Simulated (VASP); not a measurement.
# InAg3 with r2SCAN: from relaxation to properties, part 5 of 5

What structure does InAg3 take at this level, and what are its properties? The start is a cell from a database of measured crystal structures.

VASP 6.6.1; r2SCAN; plane waves and PAW (In_d, Ag).

Still holding for the runs below: The k-mesh is coarse for a metal.

So far. Step 13 (Volume scan with r2SCAN (run 7)): The run ends at a pressure of -4.60 GPa. Step 14 (Fit for r2SCAN): The fitted volume lies +0.36 % from the relaxed one. At a finite cutoff and mesh the minimum of the energy and the zero of the stress don't quite coincide, and the relaxation stops at a threshold.

**15. Electric field gradients (r2SCAN)**

This step: r2SCAN; plane waves and PAW (In_d, Ag) (VASP 6.6.1).

Field gradients probe how far the charge around each nucleus departs from cubic symmetry; LASPH keeps the non-spherical terms inside the spheres.

INCAR

```
SYSTEM = InAg3
PREC = Accurate
ENCUT = 400
EDIFF = 1E-07
NELM = 100
ISMEAR = 1
SIGMA = 0.2
LREAL = .FALSE.
ALGO = Normal
METAGGA = R2SCAN
LASPH = .TRUE.
NBANDS = 29
LORBIT = 11
LWAVE = .FALSE.
LCHARG = .FALSE.
KPAR = 4
LEFG = .TRUE.
```

POSCAR

```
InAg3
1.0
    4.1818040889      0.0000000000      0.0000000000
    0.0000000000      4.1818040889      0.0000000000
    0.0000000000      0.0000000000      4.1818040889
In Ag
1 3
Direct
    0.0000000000      0.0000000000      0.0000000000
    0.0000000000      0.5000000000      0.5000000000
    0.5000000000      0.0000000000      0.5000000000
    0.5000000000      0.5000000000      0.0000000000
```

KPOINTS

```
Automatic mesh
0
Gamma
7 7 7
0 0 0
```

PAW data sets: In_d and Ag (PBE family, release 64).

Started as:

```console
$ mpirun -np 4 vasp_std
```

Output:

```text
[... set-up lines as in an earlier step ...]
 entering main loop
       N       E                     dE             d eps       ncg     rms          rms(c)
[... 14 cycles as in an earlier step ...]
DAV:  15    -0.868478783501E+02    0.12024E-05   -0.87091E-07  1338   0.944E-03    0.172E-02
DAV:  16    -0.868478772291E+02    0.11210E-05   -0.65721E-07  1313   0.813E-03    0.407E-03
DAV:  17    -0.868478770089E+02    0.22027E-06   -0.84576E-08   720   0.292E-03    0.439E-04
DAV:  18    -0.868478769286E+02    0.80307E-07   -0.73938E-09   685   0.933E-04
ion   1
     0.0000000    -0.0000000     0.0000000    -0.0000000     0.0000000    -0.0000000
     0.0000565    -0.0000000     0.0000000    -0.0000000     0.0000000    -0.0000000
     0.0000778    -0.0000000     0.0000000    -0.0000000     0.0000000    -0.0000000
     0.0001071    -0.0000000     0.0000000    -0.0000000     0.0000000    -0.0000000
     0.0001475    -0.0000000     0.0000000    -0.0000000     0.0000000    -0.0000000

     0.0000000     0.0000000    -0.0000000    -0.0000000     0.0000000     0.0000000
     0.0000565     0.0000000    -0.0000000    -0.0000000     0.0000000     0.0000000
     0.0000778     0.0000000    -0.0000000    -0.0000000     0.0000000     0.0000000
     0.0001071     0.0000000    -0.0000000    -0.0000000     0.0000000     0.0000000
     0.0001475     0.0000000    -0.0000000    -0.0000000     0.0000000     0.0000000

ion   2
     0.0000000     0.0000000     0.0000000    -0.3893775    -0.0000000     0.6744216
     0.0000553     0.0000000     0.0000000    -0.3893775    -0.0000000     0.6744216
     0.0000762     0.0000000     0.0000000    -0.3893775    -0.0000000     0.6744216
     0.0001049     0.0000000     0.0000000    -0.3893775    -0.0000000     0.6744216
     0.0001445     0.0000000     0.0000000    -0.3893775    -0.0000000     0.6744215

     0.0000000     0.0000000     0.0000000    -7.0571266    -0.0000000    12.2233018
     0.0000553     0.0000000     0.0000000    -7.0568970    -0.0000000    12.2229041
     0.0000762     0.0000000     0.0000000    -7.0567666    -0.0000000    12.2226783
     0.0001049     0.0000000     0.0000000    -7.0565541    -0.0000000    12.2223102
     0.0001445     0.0000000     0.0000000    -7.0562091    -0.0000000    12.2217127

ion   3
     0.0000000    -0.0000000    -0.0000000    -0.3893775     0.0000000    -0.6744216
     0.0000553    -0.0000000    -0.0000000    -0.3893775     0.0000000    -0.6744216
     0.0000762    -0.0000000    -0.0000000    -0.3893775     0.0000000    -0.6744216
     0.0001049    -0.0000000    -0.0000000    -0.3893775     0.0000000    -0.6744216
     0.0001445    -0.0000000    -0.0000000    -0.3893775     0.0000000    -0.6744215

     0.0000000    -0.0000000    -0.0000000    -7.0571266     0.0000000   -12.2233018
     0.0000553    -0.0000000    -0.0000000    -7.0568970     0.0000000   -12.2229041
     0.0000762    -0.0000000    -0.0000000    -7.0567666     0.0000000   -12.2226783
     0.0001049    -0.0000000    -0.0000000    -7.0565541     0.0000000   -12.2223102
     0.0001445    -0.0000000    -0.0000000    -7.0562091     0.0000000   -12.2217127

ion   4
     0.0000000     0.0000000     0.0000000     0.7787550     0.0000000    -0.0000000
     0.0000553     0.0000000     0.0000000     0.7787550     0.0000000    -0.0000000
     0.0000762     0.0000000     0.0000000     0.7787549     0.0000000    -0.0000000
     0.0001049     0.0000000     0.0000000     0.7787549     0.0000000    -0.0000000
     0.0001445     0.0000000     0.0000000     0.7787549     0.0000000    -0.0000000

     0.0000000    -0.0000000     0.0000000    14.1142532     0.0000000    -0.0000000
     0.0000553    -0.0000000     0.0000000    14.1137940     0.0000000    -0.0000000
     0.0000762    -0.0000000     0.0000000    14.1135332     0.0000000    -0.0000000
     0.0001049    -0.0000000     0.0000000    14.1131082     0.0000000    -0.0000000
     0.0001445    -0.0000000     0.0000000    14.1124182     0.0000000    -0.0000000

   1 F= -.86847877E+02 E0= -.86847841E+02  d E =-.107346E-03
```

The job ended after 21 s (4 MPI ranks of Intel Xeon 6975P-C (Granite Rapids), shared host; peak memory 0.67 GiB; 74 s of CPU time).

From OUTCAR (step 15):

```text
   NELECT =      46.0000    total number of electrons

 E-fermi :   8.9289

 k-point     5 :       0.1429    0.1429    0.0000
  band No.  band energies     occupation
    ...
     19       5.0124      2.00000
     20       5.0468      2.00000
     21       5.2760      2.00000
     22       7.7793      2.00000
     23       8.1789      2.00000
     24       9.6534     -0.00000
     25      12.9964      0.00000
     26      14.8128      0.00000
     27      15.1367      0.00000
     28      15.3307      0.00000
    ...

  Total        0.0392537      0.0392537      0.0392537      0.0000000      0.0000000     -0.0000000
  in kB        0.8600023      0.8600023      0.8600023      0.0000000      0.0000000     -0.0000000
  external PRESSURE =       0.8600023 kB  Pullay stress =       0.0000000 kB

  FREE ENERGIE OF THE ION-ELECTRON SYSTEM (eV)
  ---------------------------------------------------
  free  energy   TOTEN  =       -86.8478769286 eV

  energy  without entropy=      -86.8477695829  energy(sigma->0) =      -86.84784115

 Electric field gradients after diagonalization (V/A^2)
 (convention: |V_zz| > |V_xx| > |V_yy|)
----------------------------------------------------------------------
 ion       V_xx      V_yy      V_zz     asymmetry (V_yy - V_xx)/ V_zz
----------------------------------------------------------------------
   1      -0.000    -0.000    -0.000      -0.286
   2       9.047     9.047   -18.093       0.000
   3       9.047     9.047   -18.093       0.000
   4       9.047     9.047   -18.093       0.000
----------------------------------------------------------------------

[... 14 parts as in an earlier step ...]

[... 4 further parts left out ...]
```

This step gave:

```
SCF cycles          : 18
free energy (TOTEN) : -86.8479 eV
Fermi energy        : 8.929 eV
pressure            : 0.08600 GPa
```

Electric field gradients, by row:

| atom | Vxx (V/Å²) | Vyy (V/Å²) | Vzz (V/Å²) | asymmetry |
| --- | --- | --- | --- | --- |
| In1 | 0 | 0 | 0 | - |
| Ag2 | 9.047 | 9.047 | -18.09 | 0 |
| Ag3 | 9.047 | 9.047 | -18.09 | 0 |
| Ag4 | 9.047 | 9.047 | -18.09 | 0 |

The largest gradient, -18.09 V/Å², sits on Ag2 and like sites; the stable nuclei of Ag have no quadrupole moment in their ground state, so NMR and NQR don't see it.

**16. Volume scan with r2SCAN (run 8)**

An equation of state needs energies on both sides of the minimum, all on one mesh and cutoff.

INCAR: that of step 15 with these lines changed.

```diff
@@ -3,3 +3,3 @@
 ENCUT = 400
-EDIFF = 1E-07
+EDIFF = 1E-06
 NELM = 100
@@ -16,2 +16,2 @@
 KPAR = 4
-LEFG = .TRUE.
+ISIF = 2
```

POSCAR

```
InAg3
1.0
    4.0964371949      0.0000000000      0.0000000000
    0.0000000000      4.0964371949      0.0000000000
    0.0000000000      0.0000000000      4.0964371949
In Ag
1 3
Direct
    0.0000000000      0.0000000000      0.0000000000
    0.0000000000      0.5000000000      0.5000000000
    0.5000000000      0.0000000000      0.5000000000
    0.5000000000      0.5000000000      0.0000000000
```

KPOINTS is that of step 15.

Started as:

```console
$ mpirun -np 4 vasp_std
```

Output:

```text
[... set-up lines as in an earlier step ...]
 entering main loop
       N       E                     dE             d eps       ncg     rms          rms(c)
[... 17 cycles as in an earlier step ...]
   1 F= -.86747379E+02 E0= -.86747453E+02  d E =0.222558E-03
```

Elapsed: 19 s, on 4 MPI ranks; peak memory 0.65 GiB.

From OUTCAR (step 16):

```text
[... 6 parts as in an earlier step ...]

[... 1 further part left out ...]
[key lines of the parts left out:]
E-fermi :   9.8426
```

The pressure here is 7.15 GPa.

The run ends at a pressure of 7.15 GPa.

**17. Volume scan with r2SCAN (run 9)**

INCAR is that of step 16.

POSCAR

```
InAg3
1.0
    4.1252862946      0.0000000000      0.0000000000
    0.0000000000      4.1252862946      0.0000000000
    0.0000000000      0.0000000000      4.1252862946
In Ag
1 3
Direct
    0.0000000000      0.0000000000      0.0000000000
    0.0000000000      0.5000000000      0.5000000000
    0.5000000000      0.0000000000      0.5000000000
    0.5000000000      0.5000000000      0.0000000000
```

KPOINTS is that of step 16.

Started as:

```console
$ mpirun -np 4 vasp_std
```

Output:

```text
[... set-up lines as in an earlier step ...]
 entering main loop
       N       E                     dE             d eps       ncg     rms          rms(c)
[... 17 cycles as in an earlier step ...]
   1 F= -.86802897E+02 E0= -.86803056E+02  d E =0.476110E-03
```

Elapsed: 18 s, on 4 MPI ranks; peak memory 0.65 GiB.

Parts of OUTCAR (step 17):

```text
[... 6 parts as in an earlier step ...]

[... 1 further part left out ...]
[key lines of the parts left out:]
E-fermi :   9.5259
```

The pressure falls from 7.15 to 4.47 GPa.

The run ends at a pressure of 4.47 GPa.

**18. Volume scan with r2SCAN (run 10)**

INCAR is that of step 17.

POSCAR

```
InAg3
1.0
    4.1537374440      0.0000000000      0.0000000000
    0.0000000000      4.1537374440      0.0000000000
    0.0000000000      0.0000000000      4.1537374440
In Ag
1 3
Direct
    0.0000000000      0.0000000000      0.0000000000
    0.0000000000      0.5000000000      0.5000000000
    0.5000000000      0.0000000000      0.5000000000
    0.5000000000      0.5000000000      0.0000000000
```

KPOINTS is that of step 17.

Started as:

```console
$ mpirun -np 4 vasp_std
```

Output:

```text
[... set-up lines as in an earlier step ...]
 entering main loop
       N       E                     dE             d eps       ncg     rms          rms(c)
[... 15 cycles as in an earlier step ...]
   1 F= -.86835340E+02 E0= -.86835481E+02  d E =0.422271E-03
```

It took 17 s on 4 MPI ranks; peak memory 0.66 GiB.

From OUTCAR (step 18):

```text
[... 6 parts as in an earlier step ...]

[... 1 further part left out ...]
[key lines of the parts left out:]
E-fermi :   9.2221
```

The pressure falls from 4.47 to 2.07 GPa.

The run ends at a pressure of 2.07 GPa.

**19. Volume scan with r2SCAN (run 11)**

INCAR is that of step 18.

POSCAR

```
InAg3
1.0
    4.1818040889      0.0000000000      0.0000000000
    0.0000000000      4.1818040889      0.0000000000
    0.0000000000      0.0000000000      4.1818040889
In Ag
1 3
Direct
    0.0000000000      0.0000000000      0.0000000000
    0.0000000000      0.5000000000      0.5000000000
    0.5000000000      0.0000000000      0.5000000000
    0.5000000000      0.5000000000      0.0000000000
```

KPOINTS is that of step 18.

Started as:

```console
$ mpirun -np 4 vasp_std
```

Output:

```text
[... set-up lines as in an earlier step ...]
 entering main loop
       N       E                     dE             d eps       ncg     rms          rms(c)
[... 17 cycles as in an earlier step ...]
   1 F= -.86847877E+02 E0= -.86847841E+02  d E =-.107401E-03
```

Run time: 18 s. Hardware: 4 MPI ranks; peak memory 0.65 GiB; 72 s of CPU time.

Parts of OUTCAR (step 19):

```text
[... 6 parts as in an earlier step ...]

[... 1 further part left out ...]
[key lines of the parts left out:]
E-fermi :   8.9289
```

The pressure falls from 2.07 to 0.08 GPa.

The run ends at a pressure of 0.08 GPa.

**20. Volume scan with r2SCAN (run 12)**

INCAR is that of step 19.

POSCAR

```
InAg3
1.0
    4.2094989628      0.0000000000      0.0000000000
    0.0000000000      4.2094989628      0.0000000000
    0.0000000000      0.0000000000      4.2094989628
In Ag
1 3
Direct
    0.0000000000      0.0000000000      0.0000000000
    0.0000000000      0.5000000000      0.5000000000
    0.5000000000      0.0000000000      0.5000000000
    0.5000000000      0.5000000000      0.0000000000
```

KPOINTS is that of step 19.

Started as:

```console
$ mpirun -np 4 vasp_std
```

Output:

```text
[... set-up lines as in an earlier step ...]
 entering main loop
       N       E                     dE             d eps       ncg     rms          rms(c)
[... 16 cycles as in an earlier step ...]
   1 F= -.86842885E+02 E0= -.86842564E+02  d E =-.960669E-03
```

It took 17 s on 4 MPI ranks; peak memory 0.64 GiB; 67 s of CPU time.

Parts of OUTCAR (step 20):

```text
[... 6 parts as in an earlier step ...]

[... 1 further part left out ...]
[key lines of the parts left out:]
E-fermi :   8.6465
```

The pressure falls from 0.08 to -1.69 GPa, so it vanishes between these two volumes.

**21. Volume scan with r2SCAN (run 13)**

INCAR is that of step 20.

POSCAR

```
InAg3
1.0
    4.2368341376      0.0000000000      0.0000000000
    0.0000000000      4.2368341376      0.0000000000
    0.0000000000      0.0000000000      4.2368341376
In Ag
1 3
Direct
    0.0000000000      0.0000000000      0.0000000000
    0.0000000000      0.5000000000      0.5000000000
    0.5000000000      0.0000000000      0.5000000000
    0.5000000000      0.5000000000      0.0000000000
```

KPOINTS is that of step 20.

Started as:

```console
$ mpirun -np 4 vasp_std
```

Output:

```text
[... set-up lines as in an earlier step ...]
 entering main loop
       N       E                     dE             d eps       ncg     rms          rms(c)
[... 15 cycles as in an earlier step ...]
   1 F= -.86822882E+02 E0= -.86822290E+02  d E =-.177733E-02
```

Elapsed: 14 s, on 4 MPI ranks; peak memory 0.67 GiB; 56 s of CPU time.

OUTCAR, selected parts (step 21):

```text
[... 6 parts as in an earlier step ...]

[... 1 further part left out ...]
[key lines of the parts left out:]
E-fermi :   8.3748
```

The pressure falls from -1.69 to -3.26 GPa.

The run ends at a pressure of -3.26 GPa.

**22. Volume scan with r2SCAN (run 14)**

INCAR is that of step 21.

POSCAR

```
InAg3
1.0
    4.2638210699      0.0000000000      0.0000000000
    0.0000000000      4.2638210699      0.0000000000
    0.0000000000      0.0000000000      4.2638210699
In Ag
1 3
Direct
    0.0000000000      0.0000000000      0.0000000000
    0.0000000000      0.5000000000      0.5000000000
    0.5000000000      0.0000000000      0.5000000000
    0.5000000000      0.5000000000      0.0000000000
```

KPOINTS is that of step 21.

Started as:

```console
$ mpirun -np 4 vasp_std
```

Output:

```text
[... set-up lines as in an earlier step ...]
 entering main loop
       N       E                     dE             d eps       ncg     rms          rms(c)
[... 14 cycles as in an earlier step ...]
   1 F= -.86789869E+02 E0= -.86789119E+02  d E =-.225201E-02
```

Run time: 18 s. Hardware: 4 MPI ranks; peak memory 0.66 GiB.

Parts of OUTCAR (step 22):

```text
[... 6 parts as in an earlier step ...]

[... 1 further part left out ...]
[key lines of the parts left out:]
E-fermi :   8.1138
```

The pressure falls from -3.26 to -4.60 GPa.

The run ends at a pressure of -4.60 GPa.

**23. Side by side**

Times are for 4 MPI ranks of Intel Xeon 6975P-C (Granite Rapids), shared host. The series side by side:

| no. | volume scale | energy above the lowest point (meV/atom) | pressure (GPa) | time | memory (GiB) |
| --- | --- | --- | --- | --- | --- |
| 1 | 0.94 | 25.1 | 7.147 | 23 s | 0.64 |
| 2 | 0.94 | 25.1 | 7.147 | 19 s | 0.65 |
| 3 | 0.96 | 11.2 | 4.472 | 18 s | 0.67 |
| 4 | 0.96 | 11.2 | 4.472 | 18 s | 0.65 |
| 5 | 0.98 | 3.09 | 2.071 | 16 s | 0.65 |
| 6 | 0.98 | 3.09 | 2.071 | 17 s | 0.66 |
| 7 | 1 | 0 | 0.08395 | 18 s | 0.65 |
| 8 | 1 | 0 | 0.08395 | 18 s | 0.65 |
| 9 | 1.02 | 1.32 | -1.687 | 18 s | 0.67 |
| 10 | 1.02 | 1.32 | -1.687 | 17 s | 0.64 |
| 11 | 1.04 | 6.39 | -3.262 | 19 s | 0.66 |
| 12 | 1.04 | 6.39 | -3.262 | 14 s | 0.67 |
| 13 | 1.06 | 14.68 | -4.596 | 19 s | 0.67 |
| 14 | 1.06 | 14.68 | -4.596 | 18 s | 0.66 |

**24. Fit for r2SCAN (run 2)**

This step: Birch-Murnaghan fit, r2SCAN; plane waves and PAW (VASP 6.6.1).

No new run; the numbers come from the runs before.

Energy above the fitted minimum against volume:

| volume (Å³/atom) | energy above the fitted minimum (eV/atom) |
| --- | --- |
| 17.185 | 0.0251 |
| 17.551 | 0.0112 |
| 17.917 | 0.00314 |
| 18.282 | 5.0e-5 |
| 18.648 | 0.00137 |
| 19.014 | 0.00644 |
| 19.379 | 0.0147 |

The fitted volume lies +0.36 % from the relaxed one. At a finite cutoff and mesh the minimum of the energy and the zero of the stress don't quite coincide, and the relaxation stops at a threshold.

**25. What came out**

| Quantity | Value |
| --- | --- |
| relaxed volume | 18.28 Å³/atom |
| relaxed conventional cell a, b, c | 4.182, 4.182, 4.182 Å |
| space group after relaxing, within 0.02 Å | Pm-3m (No. 221) |
| band gap | none, a metal |
| DOS at the Fermi level | 1.16 states/eV/cell |
| bulk modulus from the fit | 93.2 GPa |
| volume from the fit | 18.3 Å³/atom |
| largest field gradient Vzz | -18.09 V/Å² on Ag2 |

With r2SCAN, InAg3 relaxes to 18.28 Å³/atom in space group Pm-3m (held by the symmetry of the run), comes out as a metal and has a bulk modulus of 93.2 GPa. Against the listed cell the volume lies +2.8 %. Bands along the symmetry lines (r2SCAN): Of the bands kept, 3 cross the Fermi level on this path. Spin-orbit coupling is left out, and with elements this heavy it would split and shift bands near the Fermi level. The k-sampling is coarse for a metal, so the Fermi level, pressures and the shape of the cell carry errors. No search among competing phases was made, and a listed structure need not be the one stable at ambient conditions. All values are for a static lattice at zero temperature.

[Lines on the potential files, build, host, timing and source positions are cut from VASP's logs without a mark.]

[Logs are printed without paths, hosts, clocks, repeated set-up lines and the standing remarks that a program may print on its own settings, such as how far it seeks lower states.]

[Hosts, paths, dates, database ids (printed as entryN), source tags and the programs' standing remarks are cut or masked in the printed files.]

[A measured line is paired with the nearest computed mode of its activity, which favours agreement.]
